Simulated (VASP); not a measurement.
```
CELL_PARAMETERS angstrom
      5.39564     0.00000     0.00000
     -2.69782     4.67276     0.00000
      0.00000     0.00000     4.27299
ATOMIC_POSITIONS crystal
  Ru 0.16664 0.33328 0.25000
  Ru 0.83336 0.66672 0.75000
  Ru 0.83336 0.16664 0.75000
  Ru 0.16664 0.83336 0.25000
  Ru 0.66672 0.83336 0.25000
  Ru 0.33328 0.16664 0.75000
  Rh 0.33333 0.66667 0.75000
  Rh 0.66667 0.33333 0.25000
```

Computed with PBEsol GGA, VASP's PBE PAW potentials (set 64) (plane waves; VASP). Numerical set-up: 300 eV cut-off, 5×5×5 Γ-centred mesh, Gaussian smearing of 0.14 eV, potentials Ru_pv Rh_pv.

At this cut-off the stress carries a Pulay error, which pulls relaxed volumes low.

Q: Predict the energy per atom (σ→0), pressure, band gap (on the k-mesh) with the smallest direct gap where there is one.

A: 
| Item | Result |
|---|---|
| band gap (on the k-mesh) | none (metal, semimetal or under 0.01 eV) |
| energy per atom (σ→0) | -9.678 eV/atom |
| pressure | -3.71 GPa |

The structure comes from a computed database's Ru3Rh entry (P6_3/mmc); how it stands against other phases isn't given here. The cell was not relaxed at this level.
